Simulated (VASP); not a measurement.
VASP runs on SbAs (a trial cell in the NiAs structure, space group P6_3/mmc) share one base input (PBE GGA, plane waves, VASP's PBE PAW potentials (set 64)) and change the settings named in each case.

### INCAR
```
ALGO  =  Normal
EDIFF  =  1E-6
ENCUT  =  400
GGA  =  PE
ISIF  =  2
ISMEAR  =  0
LASPH  =  .TRUE.
LCHARG  =  .FALSE.
LMAXMIX  =  4
LREAL  =  .FALSE.
LWAVE  =  .FALSE.
NELM  =  100
PREC  =  Accurate
SIGMA  =  0.05
SYSTEM  =  SbAs
```

### KPOINTS
```
Automatic mesh
0
Gamma
6 6 4
0 0 0
```

### POSCAR
```
SbAs
1
    4.2518410000     0.0000000000     0.0000000000
   -2.1259210000     3.6822020000     0.0000000000
    0.0000000000     0.0000000000     5.9260260000
As Sb
2 2
Direct
  0.0000000000   0.0000000000   0.0000000000
  0.0000000000   0.0000000000   0.5000000000
  0.3333330000   0.6666670000   0.2500000000
  0.6666670000   0.3333330000   0.7500000000
```

POTCAR, in this order: As Sb (PBE.64 set). Program: vasp_std.

```
change       E(σ→0) (eV/atom)  pressure (GPa)  −TS (eV)  plane waves
-----------  ----------------  --------------  --------  -----------
base run              -4.0280            9.47   -0.0065         1699
ENCUT = 175           -4.0244            9.05   -0.0063          504
ENCUT = 250           -4.0274            9.44   -0.0065          849
ENCUT = 525           -4.0281            9.48   -0.0065         2574
ENCUT = 550           -4.0281            9.48   -0.0065         2736
ENCUT = 600           -4.0281            9.48   -0.0065         3126
ENCUT = 725           -4.0281            9.48   -0.0065         4166
ENCUT = 775           -4.0281            9.48   -0.0065         4575
```
 Unless said otherwise, spin-orbit coupling is left out, though it shifts the bands of the heavy elements here.

Left out are runs that ran out of time, are held back, or changed the cell or the kind of run, fixed moments of cells without a moment, rows past the twelfth, gaps on odd meshes, pressures of charged cells and columns that move by less than the noise.

The structure was generated: SbAs was put into the NiAs type (P6_3/mmc), which need not be its known phase. The cell was not relaxed at this level.
